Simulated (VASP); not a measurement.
Input of a VASP 6.6.1 run:

INCAR

```
PREC     = Accurate       # precision mode
ENCUT    = 520            # plane-wave cutoff, eV
EDIFF    = 1E-6           # SCF threshold, eV
ISMEAR   = -1             # smearing method
SIGMA    = 0.05           # smearing width, eV
LREAL    = F              # projectors in reciprocal space
LASPH    = T              # aspherical terms in the spheres
NELM     = 120            # most SCF steps
ALGO     = Normal         # electronic algorithm
ISIF     = 2              # what is computed and relaxed
LWAVE    = F              # write WAVECAR
LCHARG   = F              # write CHGCAR
ISPIN    = 2              # spin polarisation
MAGMOM   = 0 0 4 1 0 0 0 0 0 0 # initial moments
LORBIT   = 11             # projections on sites
LMAXMIX  = 6              # l up to which the mixer works
METAGGA  = SCAN           # meta-GGA
LMIXTAU  = T            
NBANDS   = 56             # bands
KPAR     = 4
```

Contents of KPOINTS:

```
regular mesh
0
Gamma
  6 6 6
```

The input POSCAR:

```
NaLaMnMoO6                              
1.0
    4.6758894067     -2.7064674872      0.0040904822
    4.6758894067      2.7064674872      0.0040904822
   -3.1465504307      0.0000000000      4.4261022646
  Na              La              Mn              Mo              O             
     1     1     1     1     6
Direct
     0.2504447722798245    0.2504447722798245    0.7447677432266835
     0.7509597961933195    0.7509597961933195    0.2551030224906297
     0.4991139107038011    0.4991139107038011    0.4992133920945715
     0.0009737129400637    0.0009737129400637    0.0010729125987310
     0.2859773318281058    0.7782522935049661    0.2888658447445903
     0.7782522935049661    0.2859773318281058    0.2888658447445903
     0.2553793337802479    0.2553793337802479    0.1918138627035975
     0.7445079068679625    0.7445079068679625    0.8054361183269311
     0.2230536944276189    0.7116272474740896    0.7133606295348380
     0.7116272474740896    0.2230536944276189    0.7133606295348380
```

Contents of KPOINTS_OPT:

```
path XGY,LGZ,NGM,RG
15
line-mode
reciprocal
 0.0000000000  0.0000000000 -0.5000000000  X
 0.0000000000  0.0000000000  0.0000000000  G

 0.0000000000  0.0000000000  0.0000000000  G
 0.5000000000  0.0000000000  0.0000000000  Y

 0.5000000000  0.0000000000 -0.5000000000  L
 0.0000000000  0.0000000000  0.0000000000  G

 0.0000000000  0.0000000000  0.0000000000  G
-0.5000000000 -0.5000000000  0.5000000000  Z

-0.5000000000 -0.5000000000  0.0000000000  N
 0.0000000000  0.0000000000  0.0000000000  G

 0.0000000000  0.0000000000  0.0000000000  G
 0.0000000000 -0.5000000000  0.5000000000  M

 0.0000000000 -0.5000000000  0.0000000000  R
 0.0000000000  0.0000000000  0.0000000000  G
```

Potentials or basis: VASP PAW PBE potentials, release 64 (Na_pv, La, Mn_pv, Mo_sv, O).

Run with:

```bash
$ cat potpaw_PBE.64/Na_pv/POTCAR potpaw_PBE.64/La/POTCAR potpaw_PBE.64/Mn_pv/POTCAR potpaw_PBE.64/Mo_sv/POTCAR potpaw_PBE.64/O/POTCAR > POTCAR
$ mpirun -np 4 vasp_std > vasp.out
```

Question: Predict the band gap along the path.

Answer: None (metal or under the smearing width).

Question: Estimate the net moment.

Answer: -1.04 μB per cell.

Forces in eV/Å, atoms in the order of the input:
```
Na  -0.020  0.000 -0.027
La  -0.004  0.000  0.006
Mn   0.030  0.000 -0.020
Mo   0.007  0.000  0.008
O   -0.005 -0.004  0.005
O   -0.005  0.004  0.005
O   -0.009  0.000  0.008
O   -0.002  0.000  0.003
O    0.004  0.002  0.006
O    0.004 -0.002  0.006
```

Caveat: the PAW data sets were made with another functional, which shifts forces and pressure a little; spin-orbit coupling is left out, which moves the levels of the heavy elements; a cell with one magnetic atom can't hold antiferromagnetic order, which such compounds often take; semilocal functionals often make such compounds metallic where correlation or magnetic order opens a gap, which also shifts bond lengths.
